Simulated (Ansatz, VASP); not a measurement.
# Pt: VASP beside Ansatz

One calculation is typed for both programs; each brings its own data sets. How far apart do they land? The structure shown is the start of the Ansatz relaxation below; VASP solves that cell, so the two are compared at the walk's first step.

Main program and level: Ansatz 0.2.0; plane waves, with VASP 6.6.1 beside it; single point at PBEsol.

## (1) Set-up

The cell holds 5 atoms: 5 Pt. Cell: a = 2.772 Å, b = 2.772 Å, c = 39.480 Å, α = 90.0°, β = 90.0°, γ = 90.0°. It derives from Pt. Vacuum lies along c. The height across the vacuum is the one that the program set for its solve, not the one typed.

## (2) Ansatz: relaxation, PBEsol

Ansatz runs on its PAW soft_1 files.

The two programs are compared at the cell with which this relaxation starts, whose forces are those of its first step.

The input, input.yaml:

```yaml
crystal:
  lattice:
    - [1.96, 1.96, 0.0]
    - [-1.96, 1.96, 0.0]
    - [0.0, 0.0, 20.84]
  atoms:
    - { symbol: Pt, position: [0.0, 0.0, 0.3119] }
    - { symbol: Pt, position: [0.5, 0.5, 0.40595] }
    - { symbol: Pt, position: [0.0, 0.0, 0.5] }
    - { symbol: Pt, position: [0.5, 0.5, 0.59405] }
    - { symbol: Pt, position: [0.0, 0.0, 0.6881] }
  periodic: [true, true, false]
kpoints:
  mp_grid: { grid: [12, 12, 1] }
hamiltonian:
  xc: pbesol
  pseudopotentials: { kind: paw, azcp: { folder: soft_1 }, xc_functional: pbe }
scf:
  occupations: { method: gaussian, width: 0.1 }
output:
  forces: true
  stress: true
  eigenvalues: true
  write_density: true
  write_potential: true
  elf: true
  volumetric_format: npy
relax:
  adjacent_minimum: "off"
  f_tol: 0.005
  max_steps: 80
  cell: { stress_2d_tol: 0.02 }
```

Command:

```sh
$ ansatz run input.yaml --threads 4 --pin off --max-ram 16384MiB --backend cpu --events-out ev --progress --plain --runs-dir out
```

Numbers of over 12 decimals in the logs are rounded to 6 here.

The log of the run:

```text
Warning: crystal.periodic: the lattice vector that does not repeat stood 0.000° off the slab's normal, 20.840 Å along it as the deck builds it. The run solves the slab on a vector along the normal, 39.480 Å long, with every atom where it was (on the deck's vector they left 13.00 Å outside them, and the widest stretch free of ions among them is 1.96 Å). A fractional position that the run reports is one of the run's ce [...]
crystal.periodic: the lattice vector that does not repeat stood 0.000° off the slab's normal, 20.840 Å along it as the deck builds it. The run solves the slab on a vector along the normal, 39.480 Å long, with every atom where it was (on the deck's vector they left 13.00 Å outside them, and the widest stretch free of ions among them is 1.96 Å). A fractional position that the run reports is one of the run's cell, which [...]
Engine: ansatz 0.2.0, aarch64-unknown-linux-gnu
Pseudopotentials: kind: paw
Pseudopotential: Pt, paw, valence charge 18, recommended cutoff 420 eV (normal), soft_1/Pt.paw.azcp
Functional definition: PBEsol
  exchange = pbesol_x
  correlation = pbesol_c
Crystal: 5 atoms, lattice volume = 303.333 Å³
Basis set: ecut = 420 eV, 6055 PW (Γ), exchange–correlation on 40×40×540 points (8 copies of the dense FFT grid, shifted against one another)
Bands: 54, of which v1, the nominal top of the filled ones, is band 45 counted from 1 (44 counted from 0)
Symmetry: 16 space group operations
Space group: P4/mmm (ITA 123), of the structure as read, at distance tolerance 6.7e-5 Å
k-points: 28 of 144
Non-local potential: Pt, projectors of the file, l = 0: 3, l = 1: 2, l = 2: 2, l = 3: 1
PAW form: soft (Blöchl's): semilocal exchange-correlation on the pseudo side does not see the compensation charge
PAW frozen core: Pt, regenerated for the run's functional, and the local potential with it (the file was generated under x = pbe(κ = 0.804, μ = 0.219515), c = pbe(β = 0.066725))
PAW one-centre angular grid: Pt, 590 points (default); XC on 64 Gauss nodes
Initial density: superposition of atomic densities (neutral atoms: chi_scale 0, normalization atom)
Initial wavefunctions: pseudopotential atomic-orbital guess
Functional: x = pbesol(κ = 0.804, μ = 0.123457), c = pbesol(β = 0.046)
SCF iter   1: F=—  HF=-61926.955373 eV  |F-HF|=—  |Δ(HF+E_count)|=         —  Δρ=4.95e-2  dr2=1.20e1  ethr=3.10e-3  ⟨swp⟩=16.2  Hψ=11119  notcnv=0  defer=10
preconditioner: auto → LDOS  [metal: Δε(μ)=0.031 eV  Ē_g=7.258 eV  σ=0.100 eV  W_gap=0.17  n_scr=28 (ndim 8)  ℏωp=15.1 eV  f_vac=0.708  D(μ)=7.12/eV (n_scr^D=24)  β→1.0]
SCF iter   2: F=—  HF=-61926.822224 eV  |F-HF|=—  |Δ(HF+E_count)|=   1.33e-1  Δρ=4.42e-2  dr2=6.16e0  ethr=3.10e-3  ⟨swp⟩=3.9  Hψ=4230  notcnv=0  defer=66
[...]
SCF iter   8: F=-61924.915898 eV  HF=-61924.915898 eV  |F-HF|=7.16e-9  |Δ(HF+E_count)|=   2.13e-8  Δρ=1.33e-8  dr2=7.08e-13  ethr=1.00e-12  ⟨swp⟩=16.9  Hψ=12166  notcnv=0
iter 9 met the thresholds in force, and the SCF goes on: an eigenvalue changes by 1.19 meV, over its tolerance of 1.01 meV (output.eigenvalues, Limitations)
SCF iter   9: F=-61924.915898 eV  HF=-61924.915898 eV  |F-HF|=1.83e-9  |Δ(HF+E_count)|=   5.52e-9  Δρ=1.46e-8  dr2=1.34e-12  ethr=1.00e-12  ⟨swp⟩=8.9  Hψ=8788  notcnv=0
Mixer restart at iter 9: flushing history
SCF iter  10: F=-61924.915898 eV  HF=-61924.915898 eV  |F-HF|=7.79e-10  |Δ(HF+E_count)|=   1.43e-9  Δρ=1.38e-7  dr2=6.22e-10  ethr=1.00e-12  ⟨swp⟩=1.0  Hψ=1508  notcnv=0  κ⁻¹=1.0e0(r=1)
SCF iter  11: F=-61924.915898 eV  HF=-61924.915898 eV  |F-HF|=6.40e-10  |Δ(HF+E_count)|=  8.00e-11  Δρ=2.79e-8  dr2=4.35e-12  ethr=1.00e-12  ⟨swp⟩=1.0  Hψ=1508  notcnv=0  κ⁻¹=1.8e-3(r=2)
SCF iter  12: F=-61924.915898 eV  HF=-61924.915898 eV  |F-HF|=2.62e-10  |Δ(HF+E_count)|=  5.09e-11  Δρ=7.41e-9  dr2=5.45e-13  ethr=1.00e-12  ⟨swp⟩=10.0  Hψ=8345  notcnv=0
SCF 8 converged in 12 iterations: F = -61924.915898 eV  dr2 = 5.45e-13
relax step   8: F+E_penalty+E_count = -61924.91589770 eV  Δ(F+E_penalty+E_count) = -1.242e-5 eV  max|allowed force component| = 9.490e-5 eV/Å  Δτ_max = 0.0000 Å  P = -0.001 N/m  Ω = 287.694 Å³  fix = [c, alpha, beta]  reactions: c +0.000 N/m  stress off target by 5.29e-4 N/m on what of the cell is left free  SCF on the basis re-selected at this cell (its energy is not comparable with the rows above)  (12 SCF iters)
basis re-selected at this cell: Δ(F+E_penalty+E_count) = -1.242e-5 eV, ΔP = -0.000 N/m vs the last step (what re-selecting the basis moved, of the pressure what is left beyond the Pulay correction that the steps carried, after the strain that the cell walked since its last selection, with what the two solves' SCF thresholds leave and, on support functions, any second-order correction that the steps lacked; it is no m [...]
WARN: The output density's exchange-correlation potential varies sharply where the density is thin. Do not read a vacuum level from v_tot or v_xc, or from such a field of the output density. On a cell that repeats whose density bears no net charge and no dipole along the vacuum's axis use v_es (v_loc + v_h of the components); under efield.dipole_correction with no amplitude use v_es + v_field, which holds any externa [...]
SCF converged after 12 iterations
an eigenvalue changed by more than its tolerance at an iteration that met the thresholds in force, so the SCF went on 2 times, its first undamped step at iteration 9: the last check found none over its tolerance
Free energy (F): -61924.915898 eV
Harris-Foulkes:  -61924.915898 eV  (|F-HF|=2.62e-10)
Internal energy: -61924.875809 eV  (E = F + TS)
E sigma→0 (E₀):  -61924.895853 eV
Entropy (-TS):   -0.040089 eV (-8.018 meV/atom)
Fermi energy:    -5.837176 eV
--- Per-component energies (eV) ---
  E_band       = -3258.703197
  E_kinetic    = 2985.230092
  E_local      = -667353.349355  (includes V_loc(G=0)·N_el)
  E_nonlocal   = 1036.933830
  E_hartree    = 331513.216476
  E_xc         = -1153.501853
  E_vxc        = -1352.343232  (∫ρ·V_xc dr)
  E_paw        = -46730.197336  (= ΣΔE_a)
  E_vpaw       = -1601.613513  (= ΣTr[D̂ρ^β])
  E_aug_tail   = 0.005734  (compensation charges beyond the density's cutoff)
  E_ewald      = 317775.351446
  E_core_change = 1.435156  (= ΣΔE_core)
  E_smearing   = -0.040089  (= −TS)
  E_closure    = 0.000000  (closes the sum)
  Σ components = -61924.915898   (vs F -61924.915898, Δ=0.00e0)
--- Forces (eV/Å), atoms counted from 1 ---
  atom   1  Pt     0.00000000     0.00000000     0.00007723
  atom   2  Pt     0.00000000    -0.00000000    -0.00009490
  atom   3  Pt    -0.00000000     0.00000000     0.00000000
  atom   4  Pt     0.00000000    -0.00000000     0.00009490
  atom   5  Pt     0.00000000     0.00000000    -0.00007723
  max |Σ_I F_I| component: 2.52e-29 eV/Å
--- 2D stress c σ (N/m, compression-positive) ---
       -0.000529       0.000000       0.000000
        0.000000      -0.000529       0.000000
        0.000000       0.000000       0.000000
  P = ½ c Tr σ = -0.0005 N/m
--- Band table (eV; the first three rows and the last of 28) ---
  k-point 0: bands = [... 41 lower, -6.6415, -6.1920, -6.1273, -6.1273, -5.6580, -5.5872, -5.4787, -5.4787, ... 5 higher]
  k-point 1: bands = [... 41 lower, -6.7203, -6.6000, -6.5942, -6.0806, -5.8657, -5.8532, -5.7298, -5.4270, ... 5 higher]
  k-point 2: bands = [... 41 lower, -7.0208, -6.9680, -6.6827, -6.1320, -6.0535, -5.6723, -5.6665, -5.4869, ... 5 higher]
  k-point 27: bands = [... 41 lower, -4.9881, -4.9871, -4.4217, -4.4217, -2.6327, -2.6327, -0.3631, -0.3631, ... 5 higher]
  ° read free of the cell's end (the report's vacuum.weakly_bound_levels)
--- Relaxed structure (6 steps of the walk, 5 accepted, 2 SCFs on fresh bases) ---
  F+E_penalty+E_count = -61924.91589770 eV   max|allowed force component| = 9.490e-5 eV/Å   (the final SCF, on the basis selected at the relaxed cell)
  cell:  # Å, volume = 287.6943 Å³
    - [1.908807, 1.908807, 0.0]
    - [-1.908807, 1.908807, 0.0]
    - [0.0, 0.0, 39.480016]
  atoms:
    - { symbol: Pt, position: [0, 0, 0.162467] }
    - { symbol: Pt, position: [0.5, 0.5, 0.212721] }
    - { symbol: Pt, position: [0, 0, 0.263931] }
    - { symbol: Pt, position: [0.5, 0.5, 0.315141] }
    - { symbol: Pt, position: [0, 0, 0.365395] }
```

The column dr2 measures how far the density is from self-consistency, as an energy; F and HF (Harris–Foulkes) agree once it is small.

## (3) VASP: single point, PBEsol, start cell

The same cell, functional, mesh and smearing now go to VASP, with its own data sets.

Lines of VASP's logs that name or quote its potential files are left out, and so is its time.

The input, INCAR:

```
SYSTEM = Pt
PREC = Accurate
ENCUT = 400
EDIFF = 1E-06
NELM = 120
ISMEAR = 0
SIGMA = 0.1
LREAL = .FALSE.
ALGO = Normal
GGA = PS
NBANDS = 31
LASPH = .TRUE.
LORBIT = 11
LWAVE = .FALSE.
LCHARG = .FALSE.
ISIF = 2
LDIPOL = .TRUE.
IDIPOL = 3
DIPOL = 0.5 0.5 0.264
LVHAR = .TRUE.
GGA_COMPAT = .FALSE.
NELMDL = -8
KPAR = 2
```

The input, POSCAR:

```
Pt
1.0
    1.9600000000      1.9600000000      0.0000000000
   -1.9600000000      1.9600000000      0.0000000000
    0.0000000000      0.0000000000     39.4800160000
Pt
5
Direct
    0.0000000000      0.0000000000      0.1646401562
    0.5000000000      0.5000000000      0.2142855768
    0.0000000000      0.0000000000      0.2639309974
    0.5000000000      0.5000000000      0.3135764180
    0.0000000000      0.0000000000      0.3632218386
```

The input, KPOINTS:

```
Automatic mesh
0
Gamma
12 12 1
0 0 0
```

PAW data sets: Pt (PBE family, release 64).

Command:

```sh
$ mpirun -np 2 vasp_std
```

The log of the run:

```text
[banner, memory and clock lines left out]
running    2 mpi-ranks, on    1 nodes
 distrk:  each k-point on    1 cores,    2 groups
 distr:  one band on    1 cores,    1 groups

 POSCAR found type information on POSCAR Pt
 POSCAR found :  1 types and       5 ions
|                                                                             |
|               ----> ADVICE to this user running VASP <----                  |
|                                                                             |
|     You enforced a specific xc type in the INCAR file but a different       |
|     [... a line on the potential file left out ...]
|     I HOPE YOU KNOW WHAT YOU ARE DOING!                                     |
|                                                                             |

 LDA part: xc-table for (Slater+PW92), standard interpolation
 POSCAR, INCAR and KPOINTS ok, starting setup
 FFT: planning ... GRIDC
 FFT: planning ... GRID_SOFT
 FFT: planning ... GRID
 WAVECAR not read
 entering main loop
       N       E                     dE             d eps       ncg     rms          rms(c)
DAV:   1     0.329553344429E+03    0.32955E+03   -0.17562E+04  1752   0.105E+03
DAV:   2    -0.108068493158E+02   -0.34036E+03   -0.32494E+03  2360   0.236E+02
DAV:   3    -0.342053808753E+02   -0.23399E+02   -0.21691E+02  2108   0.625E+01
DAV:   4    -0.350039270539E+02   -0.79855E+00   -0.75728E+00  2259   0.111E+01
DAV:   5    -0.350292190294E+02   -0.25292E-01   -0.25190E-01  2226   0.180E+00
DAV:   6    -0.350300308240E+02   -0.81179E-03   -0.81128E-03  2460   0.324E-01
DAV:   7    -0.350300486504E+02   -0.17826E-04   -0.17825E-04  2227   0.444E-02
DAV:   8    -0.350300495966E+02   -0.94621E-06   -0.94622E-06  1938   0.855E-03    0.255E+01
DAV:   9    -0.352386959533E+02   -0.20865E+00   -0.16210E+01  1921   0.276E+01    0.229E+01
DAV:  10    -0.389909153728E+02   -0.37522E+01   -0.22750E+01  1984   0.486E+01    0.212E+01
DAV:  11    -0.347972825678E+02    0.41936E+01   -0.21378E+01  1970   0.280E+01    0.110E+01
DAV:  12    -0.327676263144E+02    0.20297E+01   -0.79015E+00  1926   0.246E+01    0.478E+00
DAV:  13    -0.327441922265E+02    0.23434E-01   -0.53271E-01  2006   0.493E+00    0.288E+00
DAV:  14    -0.327105160354E+02    0.33676E-01   -0.25297E-01  2004   0.439E+00    0.163E+00
[...]
DAV:  21    -0.326943649873E+02   -0.35188E-05   -0.46659E-06  1535   0.169E-02    0.950E-03
DAV:  22    -0.326943750561E+02   -0.10069E-04   -0.17172E-06  1196   0.110E-02    0.162E-03
DAV:  23    -0.326943904389E+02   -0.15383E-04   -0.16346E-06  1298   0.542E-03    0.252E-03
DAV:  24    -0.326943995906E+02   -0.91517E-05   -0.48168E-07  1252   0.316E-03    0.920E-04
DAV:  25    -0.326944047819E+02   -0.51913E-05   -0.10864E-07  1127   0.133E-03    0.519E-04
DAV:  26    -0.326944085539E+02   -0.37720E-05   -0.13389E-07  1200   0.820E-04    0.550E-04
DAV:  27    -0.326944106764E+02   -0.21225E-05   -0.63457E-08  1106   0.112E-03    0.445E-04
DAV:  28    -0.326944111134E+02   -0.43707E-06   -0.12446E-08  1057   0.482E-04
   1 F= -.32694411E+02 E0= -.32675442E+02  d E =-.379382E-01
```

Parts of OUTCAR (step 3):

```text
ion  position               nearest neighbor table
   1  0.000  0.000  0.165-   2 2.77   2 2.77   2 2.77   2 2.77
   2  0.500  0.500  0.214-   1 2.77   3 2.77   1 2.77   3 2.77   1 2.77   3 2.77   1 2.77   3 2.77

  LATTYP: Found a simple tetragonal cell.
 ALAT       =     2.7718585823
 C/A-ratio  =    14.2431566505

 Subroutine GETGRP returns: Found 16 space group operations
 (whereof  8 operations were pure point group operations)

The static configuration has the point symmetry C_4v.
 The point group associated with its full space group is D_4h.

 Found     28 irreducible k-points:

   k-points           NKPTS =     28   k-points in BZ     NKDIM =     28   number of bands    NBANDS=     31

   dimension x,y,z NGX =    18 NGY =   18 NGZ =  270
   dimension x,y,z NGXF=    36 NGYF=   36 NGZF=  540

   ENCUT  =  400.0 eV  29.40 Ry    5.42 a.u.   4.52  4.52 64.38*2*pi/ulx,y,z

   NELECT =      50.0000    total number of electrons

 k-points in reciprocal lattice and weights: Automatic mesh
   0.00000000  0.00000000  0.00000000       0.007
   0.08333333  0.00000000  0.00000000       0.028
   0.16666667  0.00000000  0.00000000       0.028
   0.25000000  0.00000000  0.00000000       0.028
   0.33333333  0.00000000  0.00000000       0.028
   0.41666667  0.00000000  0.00000000       0.028
   0.50000000  0.00000000  0.00000000       0.014
   0.08333333  0.08333333  0.00000000       0.028
   0.16666667  0.08333333  0.00000000       0.056
[...]
0.50000000  0.41666667  0.00000000       0.028
   0.50000000  0.50000000  0.00000000       0.007

 dipolmoment           0.000000      0.000000     -0.000001 electrons x Angstroem

 average (electrostatic) potential at core
       1 -74.8565       2 -75.5751       3 -75.6460       4 -75.5751       5 -74.8565

 E-fermi :  -1.6525

 k-point     1 :       0.0000    0.0000    0.0000
  band No.  band energies     occupation
    ...
     21      -3.1289      2.00000
     22      -2.6506      2.00000
     23      -2.1394      2.00000
     24      -1.9933      2.00000
     25      -1.9933      2.00000
     26      -1.5852      0.34088
     27      -1.4891      0.02085
     28      -1.3145      0.00000
     29      -1.3145      0.00000
     30      -0.9685      0.00000
    ...

 k-point     2 :       0.0833    0.0000    0.0000
  band No.  band energies     occupation
    ...
     23      -2.5082      2.00000
     24      -2.4595      2.00000
     25      -1.7899      1.94800
     26      -1.7604      1.87278
     27      -1.7496      1.83001
     28      -1.5954      0.41888
     29      -1.2703      0.00000
     30      -0.3200      0.00000
     31       1.0601      0.00000

 k-point     3 :       0.1667    0.0000    0.0000
  band No.  band energies     occupation
    ...
     22      -2.9116      2.00000
     23      -2.6927      2.00000
     24      -2.5607      2.00000
     25      -1.9846      2.00000
     26      -1.9007      1.99955
     27      -1.5023      0.03365
     28      -1.3854      0.00016
     29      -1.3173      0.00000
     30       0.7060      0.00000
     31       2.4247      0.00000

  Total       -5.3576834     -5.3576834     -2.2928020      0.0000000      0.0000000      0.0000000
  in kB      -28.2988098    -28.2988098    -12.1103772      0.0000000      0.0000000      0.0000000
  external PRESSURE =     -22.9026656 kB  Pullay stress =       0.0000000 kB

  energy-cutoff  :      400.00
  volume of cell :      303.33
      direct lattice vectors                 reciprocal lattice vectors
     1.960000000  1.960000000  0.000000000     0.255102041  0.255102041  0.000000000
    -1.960000000  1.960000000  0.000000000    -0.255102041  0.255102041  0.000000000
     0.000000000  0.000000000 39.480016000     0.000000000  0.000000000  0.025329270

 POSITION                                       TOTAL-FORCE (eV/Angst)
 -----------------------------------------------------------------------------------
      0.00000      0.00000      6.50000        -0.000000     -0.000000      0.404620
      0.00000      1.96000      8.46000        -0.000000     -0.000000     -0.239691
      0.00000      0.00000     10.42000        -0.000000     -0.000000      0.000000
      0.00000      1.96000     12.38000         0.000000      0.000000      0.239691
      0.00000      0.00000     14.34000        -0.000000     -0.000000     -0.404620
 -----------------------------------------------------------------------------------
    total drift:                               -0.000000      0.000000     -0.000001

  FREE ENERGIE OF THE ION-ELECTRON SYSTEM (eV)
  ---------------------------------------------------
  free  energy   TOTEN  =       -32.6944111134 eV

  energy  without entropy=      -32.6564729571  energy(sigma->0) =      -32.67544204

 vacuum level on the upper side and lower side of the slab         4.175         4.175

 total charge
# of ion       s       p       d       tot
------------------------------------------
    1        0.621   0.412   8.029   9.061
    2        0.627   0.606   8.020   9.254
    3        0.634   0.619   8.024   9.276
    4        0.627   0.606   8.020   9.254
    5        0.621   0.412   8.029   9.061
--------------------------------------------------
tot          3.130   2.655  40.122  45.907

[... 3 further parts left out ...]
```

The PAW data sets were made with PBE, which is usual practice but a small mismatch for other functionals.

## (4) Differences

Known differences besides the potentials themselves: Ansatz cuts the interaction across the vacuum, VASP repeats the sheet with a dipole correction; the data sets hold 90 valence electrons in Ansatz (on its PAW soft_1 files) and 50 in VASP; the cutoff is 420 eV in Ansatz and 400 eV in VASP; Ansatz makes its cores anew for this functional, VASP keeps those of its PBE data sets. Total energies have different zeros and are not compared.

Forces (eV/Å; atoms numbered as in POSCAR):

```
atom        Ansatz x, y, z          VASP x, y, z
 Pt1   0.000, 0.000, 0.393   0.000, 0.000, 0.405
 Pt2  0.000, 0.000, -0.243  0.000, 0.000, -0.240
 Pt3   0.000, 0.000, 0.000   0.000, 0.000, 0.000
 Pt4   0.000, 0.000, 0.243   0.000, 0.000, 0.240
 Pt5  0.000, 0.000, -0.393  0.000, 0.000, -0.405
```

The forces differ by 4.3 meV/Å r.m.s., which is 2.5 % of the r.m.s. force of 0.172 eV/Å (both taken over all components). With vacuum in the cell, a pressure given here is an average over mostly empty space and none of the material.

## (5) What came out

| Quantity | Value |
| --- | --- |
| r.m.s. force difference (single point, PBEsol, start cell) | 4.3 meV/Å |

**Reading.** The r.m.s. force difference is 4.3 meV/Å (single point, PBEsol, start cell), within the 12 meV/Å picked in this series as the mark of a large difference. The data sets hold unlike numbers of valence electrons (90 in Ansatz and 50 in VASP), so part of the differences comes from the potentials. Such differences can come from data sets, numerical settings and the points named under the comparisons, not from the functional's error against experiment.

[Lines on the potential files, build, host, timing and source positions are cut from VASP's logs without a mark.]

[Logs are printed without paths, hosts, clocks, repeated set-up lines and the standing remarks that a program may print on its own settings, such as how far it seeks lower states.]

[Hosts, paths, dates, database ids (printed as entryN), source tags and the programs' standing remarks are cut or masked in the printed files.]
